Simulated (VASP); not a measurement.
```
AlNi3
1.0
    3.59860     0.00000     0.00000
    0.00000     3.59860     0.00000
    0.00000     0.00000     3.59860
Al Ni
1 3
Direct
  0.00000   0.00000   0.00000
  0.00000   0.50000   0.50000
  0.50000   0.00000   0.50000
  0.50000   0.50000   0.00000
```
Starting moments (μB, in the order of the record's atoms Al Ni Ni Ni): 0.0 0.3 0.3 0.3.

Level of theory: RPBE GGA, VASP's PBE PAW potentials (set 64) (plane waves; VASP 6.6.1). Settings: 520 eV cut-off, 10×10×10 Γ-centred mesh, tetrahedra with Blöchl corrections, potentials Al Ni.

The cores are frozen, which limits the accuracy of field gradients.

Give the principal components of the electric field gradient (V/Å²) and the asymmetry η at each nucleus.

```json
[
 {"atom": "Al1", "Vxx": "0.0", "Vyy": "0.0", "Vzz": "0.0", "η": "-"},
 {"atom": "Ni2", "Vxx": "4.9", "Vyy": "4.9", "Vzz": "-9.8", "η": "0.00"},
 {"atom": "Ni3", "Vxx": "4.9", "Vyy": "4.9", "Vzz": "-9.8", "η": "0.00"},
 {"atom": "Ni4", "Vxx": "4.9", "Vyy": "4.9", "Vzz": "-9.8", "η": "0.00"}
]
```

The compound is Ni3Al in the L1_2 structure. It was relaxed first.
